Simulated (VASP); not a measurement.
# Pt (Platinum): input slips in a relaxation and what they do, part 2 of 2

Aim: see how common mistakes in a VASP relaxation show up, on Pt (Platinum). The starting structure is a measured crystal structure from the Crystallography Open Database. The first relaxation on each setting starts from this cell expanded by 3 % in volume.

VASP 6.6.1.

Results so far: reference 15.02 Å³ an atom; a leftover external pressure of 100 kbar 14.55 Å³ an atom.

## 5. Relaxation with low precision and a small cutoff (continued)

Level of this step: PBEsol; plane waves and PAW (Pt) (VASP).

OUTCAR, selected parts (step 5):

```text
  Total       -0.0015074     -0.0015074     -0.0015074      0.0000000      0.0000000      0.0000000
  in kB       -0.1772358     -0.1772358     -0.1772358      0.0000000      0.0000000      0.0000000
  external PRESSURE =      -0.1772358 kB  Pullay stress =       0.0000000 kB

 POSITION                                       TOTAL-FORCE (eV/Angst)
 -----------------------------------------------------------------------------------
      0.00000      0.00000      0.00000        -0.000000      0.000000      0.000000
 -----------------------------------------------------------------------------------
    total drift:                               -0.000000      0.000000     -0.000000

  FREE ENERGIE OF THE ION-ELECTRON SYSTEM (eV)
  ---------------------------------------------------
  free  energy   TOTEN  =        -7.3379924059 eV

  energy  without entropy=       -7.3385109988  energy(sigma->0) =       -7.33816527

[... 2 parts as in an earlier step ...]

[... 2 further parts left out ...]
[key lines of the parts left out:]
E-fermi :  13.1223
```

With low precision and a small cutoff the cell ends at 13.627 Å³ an atom, -9.26 % from the reference.

## 6. Relaxation with a k mesh far too coarse

A slip made on purpose: a k mesh far too coarse. Against step 2 the input has a 2×2×2 mesh (also changed: NELM, NCORE and KPAR).

Contents of INCAR:

```
SYSTEM = Pt
PREC = Accurate
ENCUT = 450
EDIFF = 1E-06
NELM = 60
ISMEAR = 1
SIGMA = 0.15
LREAL = .FALSE.
ALGO = Normal
GGA = PS
NBANDS = 11
LASPH = .TRUE.
LORBIT = 11
LWAVE = .FALSE.
LCHARG = .FALSE.
NCORE = 8
IBRION = 2
NSW = 50
ISIF = 3
EDIFFG = -0.006
```

Contents of POSCAR:

```
Pt
1.0
    0.0000000000      1.9809725503      1.9809725503
    1.9809725503      0.0000000000      1.9809725503
    1.9809725503      1.9809725503      0.0000000000
Pt
1
Direct
    0.0000000000      0.0000000000      0.0000000000
```

Contents of KPOINTS:

```
Automatic mesh
0
Gamma
2 2 2
0 0 0
```

Potentials, in the order of the species: Pt (PBE family, release 64).

The run is started by

```bash
mpirun -np 8 vasp_std
```

Log:

```text
[banner, memory and clock lines left out]
running    8 mpi-ranks, on    1 nodes
[...]
[... a notice as in an earlier step ...]

 [... a notice as in an earlier step ...]

 LDA part: xc-table for (Slater+PW92), standard interpolation
 POSCAR, INCAR and KPOINTS ok, starting setup
[...]
entering main loop
       N       E                     dE             d eps       ncg     rms          rms(c)
DAV:   1     0.465774012357E+02    0.46577E+02   -0.47807E+03    66   0.743E+02
DAV:   2    -0.218029373349E+01   -0.48758E+02   -0.46981E+02    72   0.163E+02
DAV:   3    -0.286142631239E+01   -0.68113E+00   -0.68014E+00    75   0.203E+01
DAV:   4    -0.286395342655E+01   -0.25271E-02   -0.25270E-02    78   0.135E+00
[...]
DAV:   9    -0.251119934387E+01    0.14273E-02   -0.29410E-03    72   0.510E-01    0.880E-02
DAV:  10    -0.251119262625E+01    0.67176E-05   -0.38988E-05    78   0.571E-02    0.556E-03
DAV:  11    -0.251119324530E+01   -0.61905E-06   -0.14692E-07    42   0.341E-03
   1 F= -.25111932E+01 E0= -.25118889E+01  d E =-.251119E+01
[... from here on, the cycles between the ionic steps are left out ...]
   2 F= -.26983167E+01 E0= -.26996761E+01  d E =-.187123E+00
   3 F= -.29244802E+01 E0= -.29161077E+01  d E =-.413287E+00
   4 F= -.29274607E+01 E0= -.29194944E+01  d E =-.416268E+00
   5 F= -.29298340E+01 E0= -.29225713E+01  d E =-.418641E+00
   6 F= -.28813665E+01 E0= -.28846349E+01  d E =-.370173E+00
   7 F= -.29302433E+01 E0= -.29233327E+01  d E =-.419050E+00
   8 F= -.29214863E+01 E0= -.29184625E+01  d E =-.410293E+00
   9 F= -.29303832E+01 E0= -.29240778E+01  d E =-.419190E+00
  10 F= -.29304419E+01 E0= -.29239614E+01  d E =-.419249E+00
  11 F= -.29300827E+01 E0= -.29241347E+01  d E =0.359167E-03
  12 F= -.29304179E+01 E0= -.29240140E+01  d E =0.239220E-04
  13 F= -.29304282E+01 E0= -.29240630E+01  d E =0.136766E-04
  14 F= -.29304221E+01 E0= -.29240061E+01  d E =0.197280E-04
  15 F= -.29304248E+01 E0= -.29240255E+01  d E =0.170944E-04
[...]
reached required accuracy - stopping structural energy minimisation
```

It took 20 s on 8 MPI ranks of Intel Xeon Platinum 8259CL at 2.50GHz (Skylake/Cascade Lake), shared host; peak memory 0.8 GiB.

Parts of OUTCAR (step 6):

```text
  Total       -0.0023189     -0.0023189     -0.0023189      0.0000000      0.0000000     -0.0000000
  in kB       -0.1874250     -0.1874250     -0.1874250      0.0000000      0.0000000     -0.0000000
  external PRESSURE =      -0.1874250 kB  Pullay stress =       0.0000000 kB

 POSITION                                       TOTAL-FORCE (eV/Angst)
 -----------------------------------------------------------------------------------
      0.00000      0.00000      0.00000         0.000000      0.000000      0.000000
 -----------------------------------------------------------------------------------
    total drift:                                0.000000     -0.000000     -0.000000

  FREE ENERGIE OF THE ION-ELECTRON SYSTEM (eV)
  ---------------------------------------------------
  free  energy   TOTEN  =        -2.9304247594 eV

  energy  without entropy=       -2.9112269899  energy(sigma->0) =       -2.92402550

[... 1 part as in an earlier step ...]

[... 3 further parts left out ...]
[key lines of the parts left out:]
E-fermi :   7.1169
```

Logs of long relaxations may skip ionic steps without a mark.

With a k mesh far too coarse the cell ends at 19.823 Å³ an atom, +31.99 % from the reference; the bulk modulus is 41.0 GPa against 289.6 GPa.

## 7. The runs compared

```csv
run,ended,volume (Å³/atom),change (%),bulk modulus (GPa),pressure left (GPa),core minutes
reference,converged,15.018,-,289.6,-0.03,4.29
a leftover external pressure of 100 kbar,converged,14.545,-3.15,-,10.01,2.37
a functional's name that the tag doesn't take,stopped by VASP,-,-,-,-,0.747
low precision and a small cutoff,converged,13.627,-9.26,-,-0.02,1.04
a k mesh far too coarse,converged,19.823,31.99,41.0,-0.02,2.61
```

Core minutes are wall time times ranks, summed over the relaxations behind a row (those for a bulk modulus apart), on shared hosts.

## 8. Outcome

```yaml
volume_of_the_reference: 15.02 Å³/atom
volume_against_the_reference_a_leftover_external_pressure_of_100_kbar: -3.15 %
volume_against_the_reference_low_precision_and_a_small_cutoff: -9.26 %
volume_against_the_reference_a_k_mesh_far_too_coarse: +31.99 %
run_with_a_functional_s_name_that_the_tag_doesn_t_take: stopped by VASP
```

What this shows: VASP stopped by itself in the run with a functional's name that the tag doesn't take. Finished, but with signs in the output that stand out against the reference: a leftover external pressure of 100 kbar, with the volume changed by -3.1 % (signs: the Pulay stress that OUTCAR prints, which here is the typed pressure and an energy that rises by up to 0.8 eV an atom on the way); low precision and a small cutoff, with the volume changed by -9.3 % (signs: a warning on the charge density, -79.3 GPa at the first ionic step (of the first relaxations, not shown; reference: -9.2 GPa) and an energy that rises by up to 86.7 eV an atom on the way); a k mesh far too coarse, with the volume changed by +32.0 % (signs: 52.0 GPa at the first ionic step (of the first relaxations, not shown; reference: -9.2 GPa) and a large entropy term in the energy). The reference was restarted once and the runs with a slip weren't, so their cells may not have settled fully. Further runs on this material are not shown.

[Lines on the potential files, build, host, timing and source positions are cut from VASP's logs without a mark.]

[Logs are printed without paths, hosts, clocks, repeated set-up lines and the standing remarks that a program may print on its own settings, such as how far it seeks lower states.]

[Hosts, paths, dates, database ids (printed as entryN), source tags and the programs' standing remarks are cut or masked in the printed files.]
